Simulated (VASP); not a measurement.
An input for Quantum ESPRESSO's pw.x (written as the equivalent of a VASP run, and not itself run):

```
&CONTROL
  calculation = 'scf'
  pseudo_dir = './pseudo'
  outdir = './out'
  tprnfor = .true.
  tstress = .false.
/
&SYSTEM
  ibrav = 0
  nat = 2
  ntyp = 2
  ecutwfc = 44
  occupations = 'smearing'
  smearing = 'gaussian'
  degauss = 0.003675
  input_dft = 'hse'
  nqx1 = 6
  nqx2 = 6
  nqx3 = 6
  screening_parameter = 0.1058
/
&ELECTRONS
  conv_thr = 7.3e-08
  electron_maxstep = 60
/
ATOMIC_SPECIES
  Al 26.982 Al.upf
  P 30.974 P.upf
CELL_PARAMETERS angstrom
     0.0000000    2.7249822    2.7249822
     2.7249822    0.0000000    2.7249822
     2.7249822    2.7249822    0.0000000
ATOMIC_POSITIONS crystal
  Al   0.0000000  0.0000000  0.0000000
  P    0.2500000  0.2500000  0.2500000
K_POINTS automatic
  6 6 6 0 0 0
```

**Question.** Write the VASP files for the same calculation (HSE06).

**Answer.** This is not unique; one that fits is 
INCAR:
```
LHFCALC = .TRUE.
ALGO = Normal   # blocked Davidson
ISIF = 2   # forces and stress, cell fixed
ISMEAR = 0
LCHARG = .FALSE.
LWAVE = .FALSE.
PREC = Accurate
SIGMA = 0.05   # width (eV)
EDIFF = 1E-6
GGA = PE   # PBE
PRECFOCK = Fast
AEXX = 0.25
ISYM = 3
LREAL = .FALSE.   # projection in real space or not
SYSTEM = AlP
ENCUT = 520
NELM = 60
LASPH = .TRUE.   # aspherical one-centre terms
HFSCREEN = 0.2   # 1/Angstrom
```

POSCAR:
```
AlP
1
    0.0000000000     2.7249822316     2.7249822316
    2.7249822316     0.0000000000     2.7249822316
    2.7249822316     2.7249822316     0.0000000000
Al P
1 1
Direct
  0.0000000000   0.0000000000   0.0000000000
  0.2500000000   0.2500000000   0.2500000000
```

KPOINTS:
```
Automatic mesh
0
G
6 6 6
0 0 0
```

POTCAR, in this order: Al P (PBE.64 set). Program: vasp_std. Read from the step before: WAVECAR.

What does not carry over: the potentials are each code's own (VASP's PAW set, PseudoDojo norm-conserving files in pw.x), so ENCUT and ecutwfc are chosen apart and not converted; conv_thr bounds pw.x's estimated SCF error, while EDIFF bounds the energy change between steps.

The compound is AlP in the zinc blende structure. This cell is one point of a volume scan, at 0.97 of the reference volume.
